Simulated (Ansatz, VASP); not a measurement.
**One calculation of Hf2TaO3, two programs**

```
Hf Ta O
1.0
     3.22450    0.00000    0.00000
     0.00000    3.22450    0.00000
     0.00000    0.00000    7.16293
Hf Ta O
2 1 3
Direct
  0.50000 0.00000 0.73987
  0.00000 0.50000 0.26013
  0.50000 0.50000 0.00000
  0.50000 0.00000 0.38354
  0.00000 0.50000 0.61646
  0.00000 0.00000 0.00000
```

Change from the starting cell: species swapped into the Hf2GaSb3 type (P-4m2, No. 115).

Alike in both runs: task single point; functional PBE; k mesh 6 × 6 × 4; occupations gaussian, width 0.1 eV; no spin polarisation.

|  | VASP | Ansatz |
| --- | --- | --- |
| version | VASP 6.6.1 | Ansatz 0.2.0 |
| potentials or method | VASP PAW PBE potentials, release 64 (Hf_pv, Ta_pv, O) | scalar-relativistic, plane waves, PAW |
| plane-wave cutoff (eV) | 520 | 420 |
| valence electrons in the cell | 49 | 83 |

|  | VASP | Ansatz | Ansatz less VASP |
| --- | --- | --- | --- |
| gap on the k mesh at the Fermi level (eV) | none | none | - |
| pressure (GPa) | 8.7 | 10.1 | +1.45 |
| largest component of the traceless stress (GPa) | 21.89 | 22.18 | +0.296 |
| rms of the force components (eV/Å) | 2.836 | 2.843 | +0.0075 |

Atom by atom the forces differ by 0.019 eV/Å (rms over components). A gap of «none» marks a metal or a gap that the smearing closes. The two sets of potentials don't hold the same shells in valence.

Caveats: an odd number of electrons without spin polarisation forces a metal; a magnetic or distorted state may lie lower. Spin-orbit coupling is left out, which matters for the levels of Hf, Ta.
